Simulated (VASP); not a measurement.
A VASP calculation is set up with these files.

**POSCAR**
```
CoGa
1
    2.8384735683    -0.0000000000    -0.0000000000
    0.0000000000     2.8384735683    -0.0000000000
    0.0000000000    -0.0000000000     2.8384735683
Ga Co
1 1
Direct
  0.5000000000   0.5000000000   0.5000000000
  0.0000000000   0.0000000000   0.0000000000
```

INCAR:
```
SYSTEM = CoGa
PREC = Accurate; ENCUT = 400; LREAL = .False.
LASPH = .True.
EDIFF = 1E-6; NELM = 100; ALGO = Normal
LMAXMIX = 4
ISMEAR = 1; SIGMA = 0.1
GGA = PS
IBRION = 2; NSW = 60; ISIF = 3
EDIFFG = -0.01
LWAVE = .False.; LCHARG = .False.
```

**KPOINTS**
```
kpoints
0
gamma
  12 12 12
```

POTCAR, in this order: Ga_d Co (PBE.64 set). Program: vasp_std.

Q: Translate this PBEsol calculation to Ansatz.

A: One equivalent input (not run):
Ansatz 0.2 input:
```yaml
crystal:
  lattice:
    - [2.8384736, 0.0000000, 0.0000000]
    - [0.0000000, 2.8384736, 0.0000000]
    - [0.0000000, 0.0000000, 2.8384736]
  atoms:
    - { symbol: Ga, position: [0.5000000, 0.5000000, 0.5000000] }
    - { symbol: Co, position: [0.0000000, 0.0000000, 0.0000000] }
kpoints:
  mp_grid: { grid: [12, 12, 12] }
hamiltonian:
  xc: pbesol
  pseudopotentials: { kind: paw }
scf:
  occupations: { method: methfessel_paxton, width: 0.1 }
  max_iter: 100
relax:
  max_steps: 60
  f_tol: 0.01
  cell: {}
output: { forces: true, stress: true, eigenvalues: true }
```
What does not carry over: each code has its own PAW files, so the cut-off isn't converted (ENCUT is set for VASP's; basis.ecutwfc is left out, and Ansatz then takes the one that its files recommend); Ansatz stops its SCF on the density residual and VASP on the energy change (EDIFF).

The compound is CoGa in the CsCl type structure. This run relaxes it. Symmetry was kept, so distortions that lower it aren't found. The start is the result of an earlier pass.
